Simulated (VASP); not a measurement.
Input:

```
AuZn
1.0
    3.12430     0.00000     0.00000
    0.00000     3.12430     0.00000
    0.00000     0.00000     3.12430
Zn Au
1 1
Direct
  0.50000   0.50000   0.50000
  0.00000   0.00000   0.00000
```

These are SCAN meta-GGA, VASP's PBE PAW potentials (set 64) (plane waves; VASP 6.6.1) values and carry that method's errors. Settings: 520 eV cut-off, 12×12×12 Γ-centred mesh, first-order Methfessel-Paxton smearing of 0.10 eV, potentials Zn Au.

Unless said otherwise, spin-orbit coupling is left out, though it shifts the bands of the heavy elements here.

**Question.** Predict the energy per atom (σ→0), band gap (on the k-mesh) with the smallest direct gap where there is one.

**Answer.** 
```
Item                                                        Result
------------------------  ----------------------------------------
band gap (on the k-mesh)  none (metal, semimetal or under 0.01 eV)
energy per atom (σ→0)                              -41.607 eV/atom
```

Only differences to runs with the same potentials and settings are physical.

The compound is AuZn in the CsCl type structure. It was relaxed first. The electron count is odd and the run is not spin-polarised, which forces a metal.
